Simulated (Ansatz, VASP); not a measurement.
## Two plane-wave programs on K3TeF

File INCAR:

```
PREC = Accurate
ENCUT = 520
EDIFF = 1E-7
ISMEAR = 0
SIGMA = 0.02
LREAL = False
LASPH = True
NELM = 100
ALGO = Normal
ISIF = 2
LWAVE = False
LCHARG = False
NBANDS = 28
```

KPOINTS

```
Automatic mesh
0
Gamma
  6 6 6
```

Contents of POSCAR:

```
K3TeF
1.0
    5.1596000000      0.0000000000      0.0000000000
    0.0000000000      5.1596000000      0.0000000000
    0.0000000000      0.0000000000      5.1596000000
Te F K
1 1 3
Direct
    0.0000000000      0.0000000000      0.0000000000
    0.5000000000      0.5000000000      0.5000000000
    0.5000000000      0.5000000000      0.0000000000
    0.5000000000      0.0000000000      0.5000000000
    0.0000000000      0.5000000000      0.5000000000
```

Input for Ansatz:

```yaml
crystal:
  lattice:
    - [5.1596, 0.0, 0.0]
    - [0.0, 5.1596, 0.0]
    - [0.0, 0.0, 5.1596]
  atoms:
    - { symbol: Te, position: [0.0, 0.0, 0.0] }
    - { symbol: F, position: [0.5, 0.5, 0.5] }
    - { symbol: K, position: [0.5, 0.5, 0.0] }
    - { symbol: K, position: [0.5, 0.0, 0.5] }
    - { symbol: K, position: [0.0, 0.5, 0.5] }
basis:
  ecutwfc: 420
kpoints:
  mp_grid: { grid: [6, 6, 6] }
hamiltonian:
  xc: lda
scf:
  occupations: { method: gaussian, width: 0.02 }
output:
  forces: true
  stress: true
  eigenvalues: true
```

Alike in both runs: task single point; functional LDA; k mesh 6 × 6 × 6; occupations gaussian, width 0.02 eV; no spin polarisation.

|  | VASP | Ansatz |
| --- | --- | --- |
| version | VASP 6.6.1 | Ansatz 0.2.0 |
| potentials or method | VASP PAW LDA potentials, release 64 (Te, F, K_sv) | scalar-relativistic, plane waves, PAW |
| plane-wave cutoff (eV) | 520 | 420 |
| valence electrons in the cell | 40 | 50 |

Ansatz gave:

- gap on the k mesh at the Fermi level (eV): 2.40
- least direct gap on the mesh (eV): 2.40
- pressure (GPa): -1.0

**Question.** Which values does VASP return?

**Answer.** gap on the k mesh at the Fermi level (eV): 2.41; least direct gap on the mesh (eV): 2.41; pressure (GPa): -0.9.

The two sets of potentials don't hold the same shells in valence.

Caveats: spin-orbit coupling is left out, which moves the levels of the heavy elements. As with any semilocal functional, this LDA gap is likely too small. A k mesh can miss the band edges.
